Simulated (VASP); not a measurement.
Here is a VASP 6.6.1 calculation.

Contents of INCAR:

```
  PREC = Accurate
  ENCUT = 520
  EDIFF = 1E-6
  ISMEAR = 0
  SIGMA = 0.03
  LREAL = F
  LASPH = T
  NELM = 60
  ALGO = Normal
  ISIF = 2
  LWAVE = F
  LCHARG = F
  GGA = PS
  KPAR = 2
```

File KPOINTS:

```
Automatic mesh
0
Gamma
  4 4 4
```

Contents of POSCAR:

```
Mg2CdS3
1.0
    6.1404000000     -3.5447800000      0.0000000000
    6.1404000000      3.5447800000      0.0000000000
    0.0000000000      0.0000000000      6.6219800000
Mg Cd S
4 2 6
Direct
    0.4974250000      0.1663440000      0.9985650000
    0.5025750000      0.8336560000      0.4985650000
    0.1663440000      0.4974250000      0.4985650000
    0.8336560000      0.5025750000      0.9985650000
    0.1702330000      0.8297670000      0.9979610000
    0.8297670000      0.1702330000      0.4979610000
    0.1769970000      0.8230030000      0.3870930000
    0.4887590000      0.1668180000      0.3714450000
    0.5112410000      0.8331820000      0.8714450000
    0.8230030000      0.1769970000      0.8870930000
    0.1668180000      0.4887590000      0.8714450000
    0.8331820000      0.5112410000      0.3714450000
```

Potentials or basis: VASP PAW PBE potentials, release 64 (Mg, Cd, S).

Command:

```sh
$ cat potpaw_PBE.64/Mg/POTCAR potpaw_PBE.64/Cd/POTCAR potpaw_PBE.64/S/POTCAR > POTCAR
$ mpirun -np 2 vasp_std > vasp.out
```

Question: What does it give for the band gap on the k mesh?

Answer: 2.42 eV, direct.

Question: What does it give for the largest force?

Answer: 0.175 eV/Å.

Forces in eV/Å, atoms in the order of the input:
```
Mg  -0.002  0.001  0.001
Mg   0.002 -0.001  0.001
Mg  -0.002 -0.001  0.001
Mg   0.002  0.001  0.001
Cd   0.000  0.001  0.004
Cd   0.000 -0.001  0.004
S    0.000  0.145 -0.097
S    0.118 -0.062  0.046
S   -0.118  0.062  0.046
S    0.000 -0.145 -0.097
S    0.118  0.062  0.046
S   -0.118 -0.062  0.046
```

Caveat: the PAW data sets were made with another functional, which shifts forces and pressure a little. PBEsol gaps usually lie below the measured ones, often by a third to a half.
